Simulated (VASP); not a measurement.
# InP: GW quasiparticle gap, part 2 of 3

How does the gap of InP change from the starting functional to GW? The cell is of the zinc-blende type, one of the forms listed for this formula. The start is a cell from a database of measured crystal structures.

VASP 6.6.1, plane waves and PAW; the level of theory is named at each step.

So far, gap on the k-mesh (eV): step 3 (empty bands) 0.681.

**4. G0W0, ENCUTGW 100, bands in the sums 120**

This step: G0W0 on PBE; plane waves and PAW (In_d_GW, P_GW) (VASP 6.6.1).

G0W0 keeps orbitals and screening fixed and shifts each of the lowest NBANDSGW levels once.

Contents of INCAR:

```
SYSTEM = InP
PREC = Accurate
ENCUT = 330
ISMEAR = 0
SIGMA = 0.01
LREAL = .FALSE.
GGA = PE
NBANDS = 120
ALGO = EVGW0
NELMGW = 1
ENCUTGW = 100
NOMEGA = 48
PRECFOCK = Fast
NBANDSGW = 24
LWAVE = .FALSE.
LCHARG = .FALSE.
```

Contents of POSCAR:

```
InP
1.0
    0.0000000000      2.9343500000      2.9343500000
    2.9343500000      0.0000000000      2.9343500000
    2.9343500000      2.9343500000      0.0000000000
In P
1 1
Direct
    0.0000000000      0.0000000000      0.0000000000
    0.2500000000      0.2500000000      0.2500000000
```

Contents of KPOINTS:

```
Automatic mesh
0
Gamma
6 6 6
0 0 0
```

Potentials, in the order of the species: In_d_GW and P_GW (PBE family, release 64).

Started as:

```sh
$ mpirun -np 8 vasp_std
```

Output:

```text
[banner, memory and clock lines left out]
running    8 mpi-ranks, on    1 nodes
 distrk:  each k-point on    8 cores,    1 groups
 distr:  one band on    1 cores,    8 groups

 POSCAR found type information on POSCAR InP
 POSCAR found :  2 types and       2 ions
 [... a notice as in an earlier step ...]

|                                                                             |
|           W    W    AA    RRRRR   N    N  II  N    N   GGGG   !!!           |
|           W    W   A  A   R    R  NN   N  II  NN   N  G    G  !!!           |
|           W    W  A    A  R    R  N N  N  II  N N  N  G       !!!           |
|           W WW W  AAAAAA  RRRRR   N  N N  II  N  N N  G  GGG   !            |
|           WW  WW  A    A  R   R   N   NN  II  N   NN  G    G                |
|           W    W  A    A  R    R  N    N  II  N    N   GGGG   !!!           |
|                                                                             |
|     The default for ENCUTGWSOFT is different in this version of VASP.       |
|     please manually set ENCUTGWSOFT =100 in the INCAR file.                 |
|                                                                             |

 LDA part: xc-table for (Slater+PW92), standard interpolation
 found WAVECAR, reading the header
 POSCAR, INCAR and KPOINTS ok, starting setup
 FFT: planning ... GRIDC
 FFT: planning ... GRID_SOFT
 FFT: planning ... GRID
 reading WAVECAR
 the WAVECAR file was read successfully
 initial charge from wavefunction
 available memory per node:     37.17 GB, setting MAXMEM to     38062

 The Fermi energy was updated, please check that it is located mid-gap
 values below the HOMO (VB) or above the LUMO (CB) will cause erroneous energies
 E-fermi :   4.2241

 calculate exact exchange contribution
 the WAVEDER file was read successfully
energies w=
    0.000    0.000    0.290    0.000    0.579    0.000    0.865    0.000
    1.148    0.000    1.427    0.000    1.701    0.000    1.971    0.000
    2.235    0.000    2.494    0.000    2.749    0.000    2.999    0.000
    3.246    0.000    3.490    0.000    3.732    0.000    3.973    0.000
    4.213    0.000    4.455    0.000    4.698    0.000    4.945    0.000
    5.195    0.000    5.452    0.000    5.716    0.000    5.989    0.000
    6.273    0.000    6.571    0.000    6.886    0.000    7.219    0.000
    7.576    0.000    7.961    0.000    8.379    0.000    8.838    0.000
    9.346    0.000    9.914    0.000   10.556    0.000   11.291    0.000
   12.144    0.000   13.149    0.000   14.356    0.000   15.832    0.000
   17.684    0.000   20.076    0.000   23.289    0.000   27.823    0.000
   34.693    0.000   46.291    0.000   69.946    0.000  144.255    0.000
 responsefunction array rank=     128
 LDA part: xc-table for (Slater+PW92), standard interpolation

 min. memory requirement per mpi rank    215.9 MB, per node   1727.4 MB

 allocating   6 responsefunctions rank=   128
 shmem allocating  48 responsefunctions rank=   128
 response function shared by NCSHMEM nodes    1
 Doing            6  frequencies on each core in blocks of           48
NQ=   1    0.0000    0.0000    0.0000,
|.........|.........|.........|.........|.........|.........|.........|.........
 performed        523000 updates of chi_q(r,r)
 total number of BLAS operations         53.50 Gflops
NQ=   2    0.1667    0.0000    0.0000,
|.........|.........|.........|.........|.........|.........|.........|.........
 performed       1438000 updates of chi_q(r,r)
 total number of BLAS operations        162.50 Gflops
NQ=   3    0.3333    0.0000    0.0000,
|.........|.........|.........|.........|.........|.........|.........|.........
 performed       2353000 updates of chi_q(r,r)
 total number of BLAS operations        262.75 Gflops
NQ=   4    0.5000    0.0000    0.0000,
|.........|.........|.........|.........|.........|.........|.........|.........
 performed       3130000 updates of chi_q(r,r)
 total number of BLAS operations        352.28 Gflops
NQ=   5    0.1667    0.1667    0.0000,
|.........|.........|.........|.........|.........|.........|.........|.........
 performed       4045000 updates of chi_q(r,r)
 total number of BLAS operations        466.70 Gflops
NQ=   6    0.3333    0.1667    0.0000,
|.........|.........|.........|.........|.........|.........|.........|.........
 performed       5455000 updates of chi_q(r,r)
 total number of BLAS operations        615.96 Gflops
NQ=   7    0.5000    0.1667    0.0000,
|.........|.........|.........|.........|.........|.........|.........|.........
 performed       6865000 updates of chi_q(r,r)
 total number of BLAS operations        765.22 Gflops
NQ=   8   -0.3333    0.1667    0.0000,
|.........|.........|.........|.........|.........|.........|.........|.........
 performed       8275000 updates of chi_q(r,r)
 total number of BLAS operations        914.48 Gflops
NQ=   9   -0.1667    0.1667    0.0000,
|.........|.........|.........|.........|.........|.........|.........|.........
 performed       9501000 updates of chi_q(r,r)
 total number of BLAS operations       1053.42 Gflops
NQ=  10    0.3333    0.3333    0.0000,
|.........|.........|.........|.........|.........|.........|.........|.........
 performed      10416000 updates of chi_q(r,r)
 total number of BLAS operations       1146.93 Gflops
NQ=  11    0.5000    0.3333    0.0000,
|.........|.........|.........|.........|.........|.........|.........|.........
 performed      11826000 updates of chi_q(r,r)
 total number of BLAS operations       1293.61 Gflops
NQ=  12   -0.3333    0.3333    0.0000,
|.........|.........|.........|.........|.........|.........|.........|.........
 performed      13052000 updates of chi_q(r,r)
 total number of BLAS operations       1425.63 Gflops
NQ=  13    0.5000    0.5000    0.0000,
|.........|.........|.........|.........|.........|.........|.........|.........
 performed      13748000 updates of chi_q(r,r)
 total number of BLAS operations       1500.61 Gflops
NQ=  14    0.5000    0.3333    0.1667,
|.........|.........|.........|.........|.........|.........|.........|.........
 performed      15331000 updates of chi_q(r,r)
 total number of BLAS operations       1671.08 Gflops
NQ=  15   -0.3333    0.3333    0.1667,
|.........|.........|.........|.........|.........|.........|.........|.........
 performed      16822000 updates of chi_q(r,r)
 total number of BLAS operations       1820.75 Gflops
NQ=  16   -0.3333    0.5000    0.1667,
|.........|.........|.........|.........|.........|.........|.........|.........
 performed      18054000 updates of chi_q(r,r)
 total number of BLAS operations       1944.40 Gflops
 resolving degeneracies of screened two electron integrals

 calculate QP shifts <psi_nk| G(iteration)W_0 |psi_nk>: iteration 1
 entering main loop
```

Elapsed: 93 s, on 8 MPI ranks of Intel Xeon 6975P-C (Granite Rapids), shared host; peak memory 2.1 GiB.

OUTCAR, selected parts (step 4):

```text
The static configuration has the point symmetry T_d .

 Found     16 irreducible k-points:

   k-points           NKPTS =     16   k-points in BZ     NKDIM =    216   number of bands    NBANDS=    120

   NELECT =      18.0000    total number of electrons

 E-fermi :   4.2241

 QP shifts <psi_nk| G(iteration)W_0 |psi_nk>: iteration 1
 for sc-GW calculations column KS-energies equals QP-energies in previous step
 and V_xc(KS)=  KS-energies - (<T + V_ion + V_H > + <T+V_H+V_ion>^1  + <V_x>^1)
 k-point   1 :       0.0000    0.0000    0.0000
  band No.  KS-energies  QP-energies   sigma(KS)   V_xc(KS)     V^pw_x(r,r')   Z            occupation Imag(sigma)
    ...
      6      -7.6119      -7.9444     -11.8442     -11.3002     -18.2697       0.6112       2.0000       0.9205
      7       3.8838       3.5066     -12.7419     -12.2344     -13.8222       0.7434       2.0000       0.1077
      8       3.8838       3.5066     -12.7419     -12.2344     -13.8222       0.7434       2.0000       0.1077
      9       3.8838       3.5066     -12.7419     -12.2344     -13.8222       0.7434       2.0000       0.1077
     10       4.5643       4.7243     -10.7169     -10.9250      -7.2024       0.7690       0.0000       0.0314
     11       7.9666       8.1459      -9.7615      -9.9972      -5.5472       0.7610       0.0000      -0.0094
     12       7.9666       8.1459      -9.7615      -9.9972      -5.5472       0.7610       0.0000      -0.0094
     13       7.9666       8.1459      -9.7615      -9.9972      -5.5472       0.7610       0.0000      -0.0094
    ...

 k-point   2 :       0.1667    0.0000    0.0000
  band No.  KS-energies  QP-energies   sigma(KS)   V_xc(KS)     V^pw_x(r,r')   Z            occupation Imag(sigma)
    ...
      6      -7.3004      -7.6672     -12.0273     -11.4409     -18.3031       0.6255       2.0000       0.9062
      7       1.7007       1.2531     -12.1092     -11.4963     -13.6305       0.7303       2.0000       0.1447
      8       3.5810       3.1777     -12.5743     -12.0308     -13.7363       0.7421       2.0000       0.1091
      9       3.5810       3.1777     -12.5743     -12.0308     -13.7363       0.7421       2.0000       0.1091
     10       5.6643       5.8269     -10.6049     -10.8179      -6.9558       0.7639       0.0000       0.0175
     11       8.3666       8.5268      -9.9846     -10.1981      -5.6800       0.7502       0.0000      -0.0284
     12       8.4036       8.6016      -9.8782     -10.1411      -5.5293       0.7534       0.0000      -0.0175
     13       8.4036       8.6016      -9.8782     -10.1411      -5.5293       0.7534       0.0000      -0.0175
    ...

 k-point   3 :       0.3333    0.0000    0.0000
  band No.  KS-energies  QP-energies   sigma(KS)   V_xc(KS)     V^pw_x(r,r')   Z            occupation Imag(sigma)
    ...
      6      -6.4971      -6.9092     -12.4567     -11.8242     -18.4046       0.6516       2.0000       0.8497
      7      -0.6718      -1.2088     -11.6917     -10.9226     -14.4370       0.6983       2.0000       0.2453
      8       3.1111       2.6694     -12.4027     -11.8044     -13.7439       0.7384       2.0000       0.1123
      9       3.1111       2.6694     -12.4027     -11.8044     -13.7439       0.7384       2.0000       0.1123
     10       5.5217       5.6685     -10.1895     -10.3804      -6.4402       0.7695       0.0000       0.0206
     11       8.7443       8.9230      -9.6692      -9.9074      -5.2211       0.7503       0.0000      -0.0315
     12       8.7443       8.9230      -9.6692      -9.9074      -5.2211       0.7503       0.0000      -0.0315
     13      10.1392      10.2637      -9.8062      -9.9771      -4.7942       0.7282       0.0000      -0.1170
    ...

[... 7 parts as in an earlier step ...]

[... 5 further parts left out ...]
```

Numbers from this step:

```
quasiparticle gap on the mesh                 : 1.218 eV
smallest direct quasiparticle gap on the mesh : 1.218 eV
gap of the starting orbitals on the mesh      : 0.6805 eV
```

GW takes the gap from 0.681 to 1.218 eV. Spin-orbit coupling is left out. The value holds for 120 bands, ENCUTGW = 100 eV and this mesh, and isn't shown to be converged in them.

**5. Empty bands**

This step: PBE; plane waves and PAW (In_d_GW, P_GW) (VASP 6.6.1).

The empty bands are made again, for the run that follows.

Contents of INCAR:

```
SYSTEM = InP
PREC = Accurate
ENCUT = 330
ISMEAR = 0
SIGMA = 0.01
LREAL = .FALSE.
GGA = PE
NBANDS = 192
ALGO = Exact
NELM = 1
LWAVE = .TRUE.
LCHARG = .FALSE.
LOPTICS = .TRUE.
NEDOS = 1000
CSHIFT = 0.1
```

POSCAR is that of step 4.

KPOINTS is that of step 4.

Started as:

```sh
$ mpirun -np 8 vasp_std
```

Output:

```text
[banner, memory and clock lines left out]
running    8 mpi-ranks, on    1 nodes
[...]
[... a notice as in an earlier step ...]

 LDA part: xc-table for (Slater+PW92), standard interpolation
 found WAVECAR, reading the header
  number of bands has changed, file:    15 present:   192
  trying to continue reading WAVECAR, but it might fail
 POSCAR, INCAR and KPOINTS ok, starting setup
[...]
reading WAVECAR
 random initialization beyond band           15
 the WAVECAR file was read successfully
 initial charge from wavefunction
 entering main loop
       N       E                     dE             d eps       ncg     rms          rms(c)
DIA:   1    -0.834527349049E+01   -0.83453E+01    0.00000E+00     0   0.000E+00
   1 F= -.83452735E+01 E0= -.83452735E+01  d E =-.167740E-12
 writing wavefunctions
 optical routines
 imaginary and real dielectric function
 recalculating local potential from charge density
 direction            1
 direction            2
 direction            3
```

It took 3.4 s on 8 MPI ranks; peak memory 1.1 GiB; 23 s of CPU time.

From OUTCAR (step 5):

```text
  Total        0.7270337      0.7270337      0.7270337     -0.0000000      0.0000000     -0.0000000
  in kB       23.0515112     23.0515112     23.0515112     -0.0000000      0.0000000     -0.0000000
  external PRESSURE =      23.0515112 kB  Pullay stress =       0.0000000 kB

[... 4 parts as in an earlier step ...]

[... 2 further parts left out ...]
[key lines of the parts left out:]
E-fermi :   3.9285
```

WAVECAR now holds 192 bands for 18 electrons.

**6. G0W0, ENCUTGW 140, bands in the sums 192**

This step: G0W0 on PBE; plane waves and PAW (In_d_GW, P_GW) (VASP 6.6.1).

ENCUTGW rises to 140 eV and the bands with it, to about the number of plane waves under that cutoff.

Contents of INCAR:

```
SYSTEM = InP
PREC = Accurate
ENCUT = 330
ISMEAR = 0
SIGMA = 0.01
LREAL = .FALSE.
GGA = PE
NBANDS = 192
ALGO = EVGW0
NELMGW = 1
ENCUTGW = 140
NOMEGA = 48
PRECFOCK = Fast
NBANDSGW = 24
LWAVE = .FALSE.
LCHARG = .FALSE.
```

POSCAR is that of step 5.

KPOINTS is that of step 5.

Started as:

```sh
$ mpirun -np 8 vasp_std
```

Output:

```text
[banner, memory and clock lines left out]
running    8 mpi-ranks, on    1 nodes
[...]
[... a notice as in an earlier step ...]

|                                                                             |
|           W    W    AA    RRRRR   N    N  II  N    N   GGGG   !!!           |
|           W    W   A  A   R    R  NN   N  II  NN   N  G    G  !!!           |
|           W    W  A    A  R    R  N N  N  II  N N  N  G       !!!           |
|           W WW W  AAAAAA  RRRRR   N  N N  II  N  N N  G  GGG   !            |
|           WW  WW  A    A  R   R   N   NN  II  N   NN  G    G                |
|           W    W  A    A  R    R  N    N  II  N    N   GGGG   !!!           |
|                                                                             |
|     The default for ENCUTGWSOFT is different in this version of VASP.       |
|     please manually set ENCUTGWSOFT =140 in the INCAR file.                 |
|                                                                             |

[...]
total number of BLAS operations       5335.25 Gflops
NQ=  12   -0.3333    0.3333    0.0000,
|.........|.........|.........|.........|.........|.........|.........|.........
 performed      21140000 updates of chi_q(r,r)
 total number of BLAS operations       5884.17 Gflops
NQ=  13    0.5000    0.5000    0.0000,
|.........|.........|.........|.........|.........|.........|.........|.........
 performed      22275000 updates of chi_q(r,r)
 total number of BLAS operations       6212.08 Gflops
NQ=  14    0.5000    0.3333    0.1667,
|.........|.........|.........|.........|.........|.........|.........|.........
 performed      24829000 updates of chi_q(r,r)
 total number of BLAS operations       6942.13 Gflops
NQ=  15   -0.3333    0.3333    0.1667,
|.........|.........|.........|.........|.........|.........|.........|.........
 performed      27236000 updates of chi_q(r,r)
 total number of BLAS operations       7666.93 Gflops
NQ=  16   -0.3333    0.5000    0.1667,
|.........|.........|.........|.........|.........|.........|.........|.........
 performed      29228000 updates of chi_q(r,r)
 total number of BLAS operations       8279.29 Gflops
 resolving degeneracies of screened two electron integrals

 calculate QP shifts <psi_nk| G(iteration)W_0 |psi_nk>: iteration 1
 entering main loop
[key lines of the parts left out:]
E-fermi :   4.2241
```

It took 2.2 min on 8 MPI ranks; peak memory 2.5 GiB.

Parts of OUTCAR (step 6):

```text
 QP shifts <psi_nk| G(iteration)W_0 |psi_nk>: iteration 1
 for sc-GW calculations column KS-energies equals QP-energies in previous step
 and V_xc(KS)=  KS-energies - (<T + V_ion + V_H > + <T+V_H+V_ion>^1  + <V_x>^1)
 k-point   1 :       0.0000    0.0000    0.0000
  band No.  KS-energies  QP-energies   sigma(KS)   V_xc(KS)     V^pw_x(r,r')   Z            occupation Imag(sigma)
    ...
      6      -7.6119      -8.0422     -12.0046     -11.3002     -18.2697       0.6108       2.0000       0.7160
      7       3.8838       3.3616     -12.9384     -12.2344     -13.8222       0.7418       2.0000      -0.0330
      8       3.8838       3.3616     -12.9384     -12.2344     -13.8222       0.7418       2.0000      -0.0330
      9       3.8838       3.3616     -12.9384     -12.2344     -13.8222       0.7418       2.0000      -0.0330
     10       4.5643       4.5946     -10.8855     -10.9250      -7.2024       0.7681       0.0000      -0.1525
     11       7.9666       8.0508      -9.8864      -9.9972      -5.5472       0.7602       0.0000      -0.1478
     12       7.9666       8.0508      -9.8864      -9.9972      -5.5472       0.7602       0.0000      -0.1478
     13       7.9666       8.0508      -9.8864      -9.9972      -5.5472       0.7602       0.0000      -0.1478
    ...

[... 1 part as in an earlier step ...]

[... 2 further parts left out ...]
[key lines of the parts left out:]
E-fermi :   4.2241
```

The gap is now 1.233 eV, +15 meV against the GW run before. Spin-orbit coupling is left out.

**7. Empty bands**

This step: PBE; plane waves and PAW (In_d_GW, P_GW) (VASP 6.6.1).

The empty bands are made again, for the run that follows.

Contents of INCAR:

```
SYSTEM = InP
PREC = Accurate
ENCUT = 330
ISMEAR = 0
SIGMA = 0.01
LREAL = .FALSE.
GGA = PE
NBANDS = 280
ALGO = Exact
NELM = 1
LWAVE = .TRUE.
LCHARG = .FALSE.
LOPTICS = .TRUE.
NEDOS = 1000
CSHIFT = 0.1
```

POSCAR is that of step 6.

KPOINTS is that of step 6.

Started as:

```sh
$ mpirun -np 8 vasp_std
```

Output:

```text
[banner, memory and clock lines left out]
running    8 mpi-ranks, on    1 nodes
[...]
[... a notice as in an earlier step ...]

 LDA part: xc-table for (Slater+PW92), standard interpolation
 found WAVECAR, reading the header
  number of bands has changed, file:    15 present:   280
  trying to continue reading WAVECAR, but it might fail
 POSCAR, INCAR and KPOINTS ok, starting setup
[...]
reading WAVECAR
 random initialization beyond band           15
 the WAVECAR file was read successfully
 initial charge from wavefunction
 entering main loop
       N       E                     dE             d eps       ncg     rms          rms(c)
[... 1 cycle as in an earlier step ...]
   1 F= -.83452735E+01 E0= -.83452735E+01  d E =-.504818-129
 writing wavefunctions
 optical routines
 imaginary and real dielectric function
 recalculating local potential from charge density
 direction            1
 direction            2
 direction            3
```

Wall time 3.4 s (8 MPI ranks); peak memory 1.1 GiB; 22 s of CPU time.

From OUTCAR (step 7):

```text
  Total        0.7270337      0.7270337      0.7270337      0.0000000      0.0000000      0.0000000
  in kB       23.0515114     23.0515114     23.0515114      0.0000000      0.0000000      0.0000000
  external PRESSURE =      23.0515114 kB  Pullay stress =       0.0000000 kB

 POSITION                                       TOTAL-FORCE (eV/Angst)
 -----------------------------------------------------------------------------------
      0.00000      0.00000      0.00000         0.000000      0.000000     -0.000000
      1.46717      1.46717      1.46717        -0.000000     -0.000000      0.000000
 -----------------------------------------------------------------------------------
    total drift:                               -0.000000     -0.000000     -0.000000

[... 3 parts as in an earlier step ...]

[... 2 further parts left out ...]
[key lines of the parts left out:]
E-fermi :   4.0536
```

WAVECAR now holds 280 bands for 18 electrons.

(Continued in part 3 of 3.)

[Lines on the potential files, build, host, timing and source positions are cut from VASP's logs without a mark.]

[Logs are printed without paths, hosts, clocks, repeated set-up lines and the standing remarks that a program may print on its own settings, such as how far it seeks lower states.]

[Hosts, paths, dates, database ids (printed as entryN), source tags and the programs' standing remarks are cut or masked in the printed files.]

[Pressures printed for these runs are not shown converged in the cutoff: they can be off by several GPa and have the wrong sign.]
